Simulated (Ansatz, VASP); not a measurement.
# Zn2In2Ga2O7 (amorphous InGaZnO3.50) in two plane-wave programs, part 2 of 3

One calculation is typed for both programs; each brings its own data sets. How far apart do they land? Of the first pair: The structure shown is the start of the Ansatz relaxation below; VASP solves that cell, so the two are compared at the walk's first step.

VASP 6.6.1 and Ansatz 0.2.0.

So far: Set-up; Ansatz: relaxation, PBE.

### Step 3. VASP: single point, PBE, start cell, pair 1

Level of this step: PBE; plane waves and PAW (In_d, Ga_d, Zn, O) (VASP).

The same cell, functional, mesh and smearing now go to VASP, with its own data sets.

Lines of VASP's logs that name or quote its potential files are left out, and so is its time.

Contents of INCAR:

```
SYSTEM = Zn2In2Ga2O7
PREC = Accurate
ENCUT = 520
EDIFF = 1E-06
NELM = 120
ISMEAR = -1
SIGMA = 0.025
LREAL = Auto
ALGO = Normal
GGA = PE
NBANDS = 416
LORBIT = 11
LWAVE = .FALSE.
LCHARG = .FALSE.
ISIF = 2
LASPH = .TRUE.
GGA_COMPAT = .FALSE.
EFERMI = MIDGAP
NCORE = 2
```

Contents of POSCAR:

```
Zn2In2Ga2O7
1.0
   10.1094500000      0.0000000000      0.0000000000
    0.0000000000     10.1094500000      0.0000000000
    0.0000000000      0.0000000000     10.1094500000
In Ga Zn O
12 12 12 42
Direct
    0.6521027356      0.2002779578      0.6337041085
    0.4254929793      0.1333900459      0.4529029769
    0.5458655021      0.0418618224      0.8726785335
    0.5344108730      0.2695299942      0.1672791299
    0.8565945724      0.5217395605      0.9458180218
    0.3659941936      0.6662874835      0.7099001429
    0.7487449861      0.0553244736      0.3013121386
    0.2044918368      0.8307969276      0.3817912943
    0.5393567405      0.9165384863      0.5975794925
    0.0346210724      0.5776278630      0.2527338282
    0.3558947322      0.4710048519      0.2021870626
    0.9187146680      0.0035906998      0.7501496125
    0.6707090890      0.5001755783      0.2000900148
    0.0198230369      0.6139799890      0.6027034112
    0.8407875799      0.7920510018      0.4161057229
    0.5612768251      0.4216055275      0.9276370129
    0.0501807715      0.9885898837      0.0631092691
    0.2004065503      0.1982897190      0.2783435301
    0.7881140913      0.1586040784      0.0038182097
    0.5590116178      0.7170221921      0.9813689172
    0.9878381119      0.0972258629      0.4686407272
    0.6966551098      0.5803579819      0.6452081963
    0.2354430755      0.0003462107      0.7650762405
    0.0598548882      0.7630484349      0.8475139597
    0.5101464471      0.4564936767      0.4712818205
    0.3633036416      0.9810029230      0.1152288206
    0.8579695236      0.3774587144      0.4536844240
    0.7821790503      0.8409260642      0.0702906686
    0.1618287840      0.5122929536      0.9189817448
    0.5249840496      0.7735138905      0.3007680932
    0.2042841104      0.2055997112      0.9602797383
    0.0904005658      0.2875329518      0.6818273991
    0.2655535168      0.7330764779      0.0814584374
    0.3620671748      0.3040620410      0.7205733250
    0.2281726503      0.4639520449      0.4885824649
    0.9625548373      0.3126381752      0.1882298246
    0.0308325379      0.5492385837      0.0500818541
    0.8477117944      0.4831815776      0.2843873801
    0.4649807853      0.5876580823      0.8937281454
    0.6097760017      0.1964894233      0.3514533432
    0.5522555629      0.5835233371      0.3259425587
    0.7094055562      0.4992853221      0.8094703471
    0.7622867713      0.1081661218      0.8307969276
    0.2500927350      0.1544495497      0.6574145972
    0.9452937598      0.1751430592      0.6296188220
    0.1362685408      0.3786358308      0.2758310294
    0.1048523906      0.1671307539      0.1218661747
    0.5273283908      0.2709642958      0.8113893436
    0.3687243124      0.8767539283      0.7245201272
    0.0827344712      0.0612298394      0.8837374931
    0.9946930842      0.5992907626      0.7870853508
    0.1961333208      0.3509686481      0.8356933364
    0.8444475219      0.6710454080      0.5598721988
    0.8548635188      0.9664917478      0.4781961432
    0.3587138766      0.3404636256      0.4025441542
    0.8630340919      0.3205614549      0.0230477425
    0.6509355108      0.8591070731      0.9173891755
    0.1853810049      0.8978035403      0.1546770596
    0.2421298884      0.6399655768      0.2551276281
    0.0330878534      0.4326941624      0.5506827770
    0.1922458690      0.6634584473      0.5495056605
    0.3798426225      0.4736954038      0.6263545495
    0.2266888901      0.6966946768      0.8932533422
    0.1506511235      0.0599043469      0.3990622635
    0.7168540326      0.8409359560      0.2810340820
    0.8678019081      0.0278946926      0.1183447171
    0.0051140270      0.7608722532      0.3429266676
    0.6886724797      0.4169860873      0.5476855813
    0.4529029769      0.7993115352      0.1133691744
    0.0794800904      0.8764275010      0.7000380832
    0.6179762499      0.1104708960      0.0671352052
    0.4062535548      0.8823922172      0.4090529158
    0.3399096885      0.0586678801      0.9319992680
    0.9606556242      0.8368407777      0.9785992314
    0.3702476396      0.1346858632      0.2328712244
    0.7170419756      0.6413998783      0.0691432274
    0.5631364713      0.7032232218      0.6221604538
    0.8987927137      0.2106247125      0.3500091499
```

Contents of KPOINTS:

```
Automatic mesh
0
Gamma
1 1 1
0 0 0
```

PAW data sets: In_d, Ga_d, Zn and O (PBE family, release 64).

Launch:

```console
mpirun -np 8 vasp_gam
```

Numbers of over 12 decimals in the logs are rounded to 6 here.

Log:

```text
[banner, memory and clock lines left out]
running    8 mpi-ranks, on    1 nodes
[...]
LDA part: xc-table for (Slater+PW92), standard interpolation
 POSCAR, INCAR and KPOINTS ok, starting setup
[...]
entering main loop
       N       E                     dE             d eps       ncg     rms          rms(c)
DAV:   1     0.169580940272E+05    0.16958E+05   -0.28818E+05   840   0.309E+03
DAV:   2     0.442669995637E+04   -0.12531E+05   -0.11839E+05   832   0.941E+02
DAV:   3     0.373248689230E+03   -0.40535E+04   -0.38245E+04   968   0.385E+02
DAV:   4    -0.376753410479E+03   -0.75000E+03   -0.71851E+03   968   0.170E+02
[...]
DAV:  20    -0.391517047868E+03   -0.40327E-05   -0.65654E-05   984   0.318E-02    0.241E-02
DAV:  21    -0.391517047616E+03    0.25284E-06   -0.11092E-05   896   0.230E-02    0.246E-02
DAV:  22    -0.391517047018E+03    0.59762E-06   -0.42029E-06   688   0.281E-02
   1 F= -.39151705E+03 E0= -.39151147E+03  d E =-.111580E-01
```

OUTCAR, selected parts (step 3):

```text
  FREE ENERGIE OF THE ION-ELECTRON SYSTEM (eV)
  ---------------------------------------------------
  free  energy   TOTEN  =      -391.5170470180 eV

  energy  without entropy=     -391.5058890490  energy(sigma->0) =     -391.51146803

[... 2 further parts left out ...]
[key lines of the parts left out:]
E-fermi :   5.1181
```

The run ends at a pressure of 3.95 GPa, with forces up to 1.3 eV/Å.

### Step 4. Side by side

Known differences besides the potentials themselves: the cutoff is 420 eV in Ansatz and 520 eV in VASP (PREC = Accurate, projectors in real space). Total energies have different zeros and are not compared.

Forces on 8 of the 78 atoms, those with the largest forces and the largest differences (eV/Å; atoms numbered as in POSCAR):

| atom | Ansatz x, y, z | VASP x, y, z |
| --- | --- | --- |
| In1 | 0.240, 1.160, 0.212 | 0.244, 1.151, 0.201 |
| In9 | 0.176, -1.015, 0.194 | 0.191, -0.987, 0.184 |
| In11 | -0.907, -0.115, 0.018 | -0.886, -0.129, -0.002 |
| Ga13 | 1.138, 0.292, 0.713 | 1.125, 0.237, 0.691 |
| Ga16 | -0.041, 0.250, -1.160 | -0.029, 0.224, -1.100 |
| O41 | -0.229, -0.342, -0.632 | -0.239, -0.345, -0.633 |
| O48 | 0.162, -0.343, 0.634 | 0.212, -0.394, 0.647 |
| O63 | 0.118, 0.087, 0.107 | 0.170, 0.118, 0.056 |

The forces differ by 23 meV/Å r.m.s., which is 10.1 % of the r.m.s. force of 0.228 eV/Å (both taken over all components). VASP's last cycles still show a density residual of 2e-03, so its state may not be settled.

### Step 5. Ansatz: relaxation, PBE

This run makes the geometry at which the two programs are then compared. The cell compared in this pair holds 1138.71 Å³, against 1033.20 Å³ for the pair before.

The structure compared here is the end of the Ansatz relaxation.

Contents of input.yaml:

```yaml
crystal:
  lattice:
    - [10.10945, 0.0, 0.0]
    - [0.0, 10.10945, 0.0]
    - [0.0, 0.0, 10.10945]
  atoms:
    - { symbol: In, position: [0.6521, 0.20028, 0.6337] }
    - { symbol: In, position: [0.42549, 0.13339, 0.4529] }
    - { symbol: In, position: [0.54587, 0.04186, 0.87268] }
    - { symbol: In, position: [0.53441, 0.26953, 0.16728] }
    - { symbol: In, position: [0.85659, 0.52174, 0.94582] }
    - { symbol: In, position: [0.36599, 0.66629, 0.7099] }
    - { symbol: In, position: [0.74874, 0.05532, 0.30131] }
    - { symbol: In, position: [0.20449, 0.8308, 0.38179] }
    - { symbol: In, position: [0.53936, 0.91654, 0.59758] }
    - { symbol: In, position: [0.03462, 0.57763, 0.25273] }
    - { symbol: In, position: [0.35589, 0.471, 0.20219] }
    - { symbol: In, position: [0.91871, 0.00359, 0.75015] }
    - { symbol: Ga, position: [0.67071, 0.50018, 0.20009] }
    - { symbol: Ga, position: [0.01982, 0.61398, 0.6027] }
    - { symbol: Ga, position: [0.84079, 0.79205, 0.41611] }
    - { symbol: Ga, position: [0.56128, 0.42161, 0.92764] }
    - { symbol: Ga, position: [0.05018, 0.98859, 0.06311] }
    - { symbol: Ga, position: [0.20041, 0.19829, 0.27834] }
    - { symbol: Ga, position: [0.78811, 0.1586, 0.00382] }
    - { symbol: Ga, position: [0.55901, 0.71702, 0.98137] }
    - { symbol: Ga, position: [0.98784, 0.09723, 0.46864] }
    - { symbol: Ga, position: [0.69666, 0.58036, 0.64521] }
    - { symbol: Ga, position: [0.23544, 0.00035, 0.76508] }
    - { symbol: Ga, position: [0.05985, 0.76305, 0.84751] }
    - { symbol: Zn, position: [0.51015, 0.45649, 0.47128] }
    - { symbol: Zn, position: [0.3633, 0.981, 0.11523] }
    - { symbol: Zn, position: [0.85797, 0.37746, 0.45368] }
    - { symbol: Zn, position: [0.78218, 0.84093, 0.07029] }
    - { symbol: Zn, position: [0.16183, 0.51229, 0.91898] }
    - { symbol: Zn, position: [0.52498, 0.77351, 0.30077] }
    - { symbol: Zn, position: [0.20428, 0.2056, 0.96028] }
    - { symbol: Zn, position: [0.0904, 0.28753, 0.68183] }
    - { symbol: Zn, position: [0.26555, 0.73308, 0.08146] }
    - { symbol: Zn, position: [0.36207, 0.30406, 0.72057] }
    - { symbol: Zn, position: [0.22817, 0.46395, 0.48858] }
    - { symbol: Zn, position: [0.96255, 0.31264, 0.18823] }
    - { symbol: O, position: [0.03083, 0.54924, 0.05008] }
    - { symbol: O, position: [0.84771, 0.48318, 0.28439] }
    - { symbol: O, position: [0.46498, 0.58766, 0.89373] }
    - { symbol: O, position: [0.60978, 0.19649, 0.35145] }
    - { symbol: O, position: [0.55226, 0.58352, 0.32594] }
    - { symbol: O, position: [0.70941, 0.49929, 0.80947] }
    - { symbol: O, position: [0.76229, 0.10817, 0.8308] }
    - { symbol: O, position: [0.25009, 0.15445, 0.65741] }
    - { symbol: O, position: [0.94529, 0.17514, 0.62962] }
    - { symbol: O, position: [0.13627, 0.37864, 0.27583] }
    - { symbol: O, position: [0.10485, 0.16713, 0.12187] }
    - { symbol: O, position: [0.52733, 0.27096, 0.81139] }
    - { symbol: O, position: [0.36872, 0.87675, 0.72452] }
    - { symbol: O, position: [0.08273, 0.06123, 0.88374] }
    - { symbol: O, position: [0.99469, 0.59929, 0.78709] }
    - { symbol: O, position: [0.19613, 0.35097, 0.83569] }
    - { symbol: O, position: [0.84445, 0.67105, 0.55987] }
    - { symbol: O, position: [0.85486, 0.96649, 0.4782] }
    - { symbol: O, position: [0.35871, 0.34046, 0.40254] }
    - { symbol: O, position: [0.86303, 0.32056, 0.02305] }
    - { symbol: O, position: [0.65094, 0.85911, 0.91739] }
    - { symbol: O, position: [0.18538, 0.8978, 0.15468] }
    - { symbol: O, position: [0.24213, 0.63997, 0.25513] }
    - { symbol: O, position: [0.03309, 0.43269, 0.55068] }
    - { symbol: O, position: [0.19225, 0.66346, 0.54951] }
    - { symbol: O, position: [0.37984, 0.4737, 0.62635] }
    - { symbol: O, position: [0.22669, 0.69669, 0.89325] }
    - { symbol: O, position: [0.15065, 0.0599, 0.39906] }
    - { symbol: O, position: [0.71685, 0.84094, 0.28103] }
    - { symbol: O, position: [0.8678, 0.02789, 0.11834] }
    - { symbol: O, position: [0.00511, 0.76087, 0.34293] }
    - { symbol: O, position: [0.68867, 0.41699, 0.54769] }
    - { symbol: O, position: [0.4529, 0.79931, 0.11337] }
    - { symbol: O, position: [0.07948, 0.87643, 0.70004] }
    - { symbol: O, position: [0.61798, 0.11047, 0.06714] }
    - { symbol: O, position: [0.40625, 0.88239, 0.40905] }
    - { symbol: O, position: [0.33991, 0.05867, 0.932] }
    - { symbol: O, position: [0.96066, 0.83684, 0.9786] }
    - { symbol: O, position: [0.37025, 0.13469, 0.23287] }
    - { symbol: O, position: [0.71704, 0.6414, 0.06914] }
    - { symbol: O, position: [0.56314, 0.70322, 0.62216] }
    - { symbol: O, position: [0.89879, 0.21062, 0.35001] }
kpoints:
  mp_grid: { grid: [1, 1, 1] }
hamiltonian:
  xc: pbe
scf:
  occupations: { method: fermi_dirac, width: 0.025 }
output:
  forces: true
relax:
  f_tol: 0.04
  max_steps: 250
  cell: {}
```

Launch:

```console
ansatz run input.yaml --threads 4 --pin off --max-ram 8192MiB --backend cpu --events-out ev --progress --plain --runs-dir out
```

Log:

```text
[...]
Crystal: 78 atoms, lattice volume = 1033.196 Å³
Basis set: ecut = 420 eV, 20197 PW (Γ), exchange–correlation on 144×144×144 points (8 copies of the dense FFT grid, shifted against one another)
Bands: 432, of which v1, the nominal top of the filled ones, is band 354 counted from 1 (353 counted from 0)
Symmetry: 1 space group operations
[...]
k-points: 1
[...]
- { symbol: O, position: [0.489547, 0.611747, 0.918343] }
    - { symbol: O, position: [0.574724, 0.254823, 0.348643] }
    - { symbol: O, position: [0.576149, 0.557077, 0.292576] }
    - { symbol: O, position: [0.722639, 0.503247, 0.803880] }
    - { symbol: O, position: [0.785779, 0.166130, 0.836070] }
    - { symbol: O, position: [0.289395, 0.172124, 0.653573] }
[...]
- { symbol: O, position: [0.366255, 0.097848, 0.255492] }
    - { symbol: O, position: [0.731008, 0.618459, 0.056273] }
    - { symbol: O, position: [0.538826, 0.677405, 0.626336] }
    - { symbol: O, position: [0.888514, 0.231117, 0.350870] }
[key lines of the parts left out:]
P = ⅓ Tr σ = -0.0019 GPa (-0.019 kbar)
```

(Part 2 of 3 ends here.)

[Lines on the potential files, build, host, timing and source positions are cut from VASP's logs without a mark.]

[Logs are printed without paths, hosts, clocks, repeated set-up lines and the standing remarks that a program may print on its own settings, such as how far it seeks lower states.]

[Hosts, paths, dates, database ids (printed as entryN), source tags and the programs' standing remarks are cut or masked in the printed files.]
